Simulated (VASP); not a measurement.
All values below come from PBE GGA, VASP's PBE PAW potentials (set 64) (plane waves; VASP).

Input for VASP

**INCAR**
```
# general
SYSTEM =CsSnI3
PREC   =Accurate
ENCUT  =300   # plane-wave cut-off (eV)
LREAL  =Auto   # projection in real space or not
LASPH  =.True.

# electronic loop
EDIFF  =1E-02
NELM   =100
ALGO   =Normal   # blocked Davidson
LMAXMIX=4   # l cut-off of mixed one-centre charges

# smearing
ISMEAR =0   # Gaussian
SIGMA  =0.01   # width (eV)

# functional
GGA    =PE   # PBE

# ions
ISIF   =2   # forces and stress, cell fixed

# output
LWAVE  =.False.
LCHARG =.False.
```

**POSCAR**
```
CsSnI3
1
   10.4916930000     0.0000000000     0.0000000000
    0.0000000000     4.7349420000     0.0000000000
    0.0000000000     0.0000000000    17.7849540000
Cs Sn I
4 4 12
Direct
  0.5841500000   0.2500000000   0.1699000000
  0.4158500000   0.7500000000   0.8301000000
  0.9158500000   0.7500000000   0.6699000000
  0.0841500000   0.2500000000   0.3301000000
  0.8413600000   0.2500000000   0.9381000000
  0.1586400000   0.7500000000   0.0619000000
  0.6586400000   0.7500000000   0.4381000000
  0.3413600000   0.2500000000   0.5619000000
  0.5268500000   0.7500000000   0.6156000000
  0.4731500000   0.2500000000   0.3844000000
  0.9731500000   0.2500000000   0.1156000000
  0.0268500000   0.7500000000   0.8844000000
  0.7940100000   0.7500000000   0.2913600000
  0.2059900000   0.2500000000   0.7086400000
  0.7059900000   0.2500000000   0.7913600000
  0.2940100000   0.7500000000   0.2086400000
  0.6661100000   0.7500000000   0.9986300000
  0.3338900000   0.2500000000   0.0013700000
  0.8338900000   0.2500000000   0.4986300000
  0.1661100000   0.7500000000   0.5013700000
```

KPOINTS:
```
Regular mesh
0
gamma
2 3 1
0 0 0
```

POTCAR, in this order: Cs_sv Sn_d I (PBE.64 set). Program: vasp_std.

Output

**OSZICAR**
```
       N       E                     dE             d eps       ncg     rms          rms(c)
DAV:   1     0.126983454852E+04    0.12698E+04   -0.53761E+04   928   0.104E+03
DAV:   2     0.117360640574E+03   -0.11525E+04   -0.11107E+04   985   0.266E+02
DAV:   3    -0.488718978377E+02   -0.16623E+03   -0.16455E+03  1007   0.125E+02
DAV:   4    -0.569646929654E+02   -0.80928E+01   -0.80544E+01   952   0.322E+01
DAV:   5    -0.572762100397E+02   -0.31152E+00   -0.31122E+00  1080   0.606E+00    0.798E+00
DAV:   6    -0.561638290879E+02    0.11124E+01   -0.15302E+00  1056   0.385E+00    0.562E+00
DAV:   7    -0.561368220198E+02    0.27007E-01   -0.15292E+00  1008   0.280E+00    0.211E+00
DAV:   8    -0.561370014552E+02   -0.17944E-03   -0.25010E-01   904   0.153E+00    0.128E+00
DAV:   9    -0.561403478959E+02   -0.33464E-02   -0.14753E-02   616   0.435E-01
   1 F= -.56140348E+02 E0= -.56140348E+02  d E =-.229267E-19
```

### OUTCAR
```
------------------------ aborting loop because EDIFF is reached ----------------------------------------
  FORCE on cell =-STRESS in cart. coord.  units (eV):
  Direction    XX          YY          ZZ          XY          YZ          ZX
  --------------------------------------------------------------------------------------
  Total        6.5484359      6.3129965      6.4604477      0.0000000      0.0000000      0.0000000
  in kB       11.8750428     11.4480929     11.7154834      0.0000000      0.0000000      0.0000000
  external PRESSURE =      11.6795397 kB  Pullay stress =       0.0000000 kB
  volume of cell :      883.51
      direct lattice vectors                 reciprocal lattice vectors
    10.491693000  0.000000000  0.000000000     0.095313502  0.000000000  0.000000000
     0.000000000  4.734942000  0.000000000     0.000000000  0.211195829  0.000000000
     0.000000000  0.000000000 17.784954000     0.000000000  0.000000000  0.056227303
 POSITION                                       TOTAL-FORCE (eV/Angst)
 -----------------------------------------------------------------------------------
      6.12872      1.18374      3.02166        -0.004468     -0.000000      0.008096
      4.36297      3.55121     14.76329         0.004468      0.000000     -0.008096
      9.60882      3.55121     11.91414         0.004468     -0.000000      0.008096
      0.88288      1.18374      5.87081        -0.004468     -0.000000     -0.008096
      8.82729      1.18374     16.68407         0.095044      0.000000      0.125613
      1.66440      3.55121      1.10089        -0.095044      0.000000     -0.125613
      6.91025      3.55121      7.79159        -0.095044      0.000000      0.125613
      3.58144      1.18374      9.99337         0.095044     -0.000000     -0.125613
      5.52755      3.55121     10.94842         0.103128     -0.000000      0.048982
      4.96414      1.18374      6.83654        -0.103128      0.000000     -0.048982
     10.20999      1.18374      2.05594        -0.103128     -0.000000      0.048982
      0.28170      3.55121     15.72901         0.103128     -0.000000     -0.048982
      8.33051      3.55121      5.18182         0.089099     -0.000000     -0.155895
      2.16118      1.18374     12.60313        -0.089099     -0.000000      0.155895
      7.40703      1.18374     14.07430        -0.089099     -0.000000     -0.155895
      3.08466      3.55121      3.71065         0.089099     -0.000000      0.155895
      6.98862      3.55121     17.76059        -0.114386     -0.000000      0.073191
      3.50307      1.18374      0.02437         0.114386     -0.000000     -0.073191
      8.74892      1.18374      8.86811         0.114386     -0.000000      0.073191
      1.74278      3.55121      8.91684        -0.114386     -0.000000     -0.073191
 -----------------------------------------------------------------------------------
    total drift:                                0.000000      0.000000     -0.000000
  FREE ENERGIE OF THE ION-ELECTRON SYSTEM (eV)
  ---------------------------------------------------
  free  energy   TOTEN  =       -56.1403478959 eV

  energy  without entropy=      -56.1403478959  energy(sigma->0) =      -56.14034790
```
(Selected blocks of OUTCAR.)

At this cut-off the stress carries a Pulay error, which pulls relaxed volumes low.

The structure comes from a computed database's CsSnI3 entry; how it stands against other phases isn't given here. The cell was not relaxed at this level. The k-mesh is coarse (spacing up to 0.44 per Å, 2π included), so the numbers may not be converged in it. The run is one of a series of settings (EDIFF = 1E-02 against the base run), some of them coarse on purpose.
